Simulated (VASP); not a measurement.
Given:

```
ZrS2
1.0
    1.79889    -3.11576     0.00000
    1.79889     3.11576     0.00000
    0.00000     0.00000     5.66027
Zr S
1 2
Direct
  0.00000   0.00000   0.00000
  0.33333   0.66667   0.25535
  0.66667   0.33333   0.74465
```

The numbers are results of PBE GGA with D3 dispersion (Becke-Johnson damping), VASP's PBE PAW potentials (set 64) (plane waves; VASP), not measurements. Run with 520 eV cut-off, 7×7×4 Γ-centred mesh, Gaussian smearing of 0.050 eV, potentials Zr_sv S.

### Question
The ions and cell shape at fixed volume are relaxed. What does this cell relax into?

### Answer

```
ZrS2
1.0
    1.80753    -3.13074     0.00000
    1.80753     3.13074     0.00000
    0.00000     0.00000     5.60624
Zr S
1 2
Direct
  0.00000   0.00000   0.00000
  0.33333   0.66667   0.26120
  0.66667   0.33333   0.73880
```
Space group P-3m1 (164), at a tolerance of 0.03 Å.

### Question
How much energy does the relaxation gain?

### Answer
The energy (σ→0) changes by -4.3 meV/atom, in 5 ionic steps.

```json
[
 {"step": "1", "E(σ→0) (eV)": "-22.4326", "max force (eV/Å)": "0.373", "pressure (GPa)": "3.27", "volume (Å³)": "63.45"},
 {"step": "2", "E(σ→0) (eV)": "-22.4424", "max force (eV/Å)": "0.149", "pressure (GPa)": "2.13", "volume (Å³)": "63.45"},
 {"step": "3", "E(σ→0) (eV)": "-22.4446", "max force (eV/Å)": "0.022", "pressure (GPa)": "1.28", "volume (Å³)": "63.45"},
 {"step": "4", "E(σ→0) (eV)": "-22.4454", "max force (eV/Å)": "0.011", "pressure (GPa)": "1.20", "volume (Å³)": "63.45"},
 {"step": "5", "E(σ→0) (eV)": "-22.4455", "max force (eV/Å)": "0.005", "pressure (GPa)": "1.16", "volume (Å³)": "63.45"}
]
```

The compound is ZrS2 in the 1T layered structure. This cell is one point of a volume scan, at 0.97 of the reference volume. Symmetry was kept, so distortions that lower it aren't found.
